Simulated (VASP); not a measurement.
MgNiH$_{3}$ (space group Pm-3m): computed properties

Calculation: LDA (Ceperley-Alder, Perdew-Zunger), VASP's LDA PAW potentials (set 64) (plane waves; VASP).

space group: Pm-3m (221)
cell: a = b = c = 3.2716 Å, α = β = γ = 90.00°
volume per atom: 7.00 Å^3/atom
band gap (over mesh and band path): none (metal, semimetal or under 0.01 eV)
band gap with spin-orbit coupling: none (metallic)
density: 4.08 g/cm³

```yaml
crystal:
  lattice:
    - [3.27156, 0.00000, 0.00000]
    - [0.00000, 3.27156, 0.00000]
    - [0.00000, 0.00000, 3.27156]
  atoms:
    - { symbol: Mg, position: [0.00000, 0.00000, 0.00000] }
    - { symbol: Ni, position: [0.50000, 0.50000, 0.50000] }
    - { symbol: H, position: [0.50000, 0.50000, 0.00000] }
    - { symbol: H, position: [0.00000, 0.50000, 0.50000] }
    - { symbol: H, position: [0.50000, 0.00000, 0.50000] }
```

The structure comes from a computed database's MgNiH3 entry (Pm-3m); how it stands against other phases isn't given here. It was relaxed first. Symmetry was kept, so distortions that lower it aren't found. The run is not spin-polarised, so no magnetic state was tried. The electron count is odd and the run is not spin-polarised, which forces a metal.
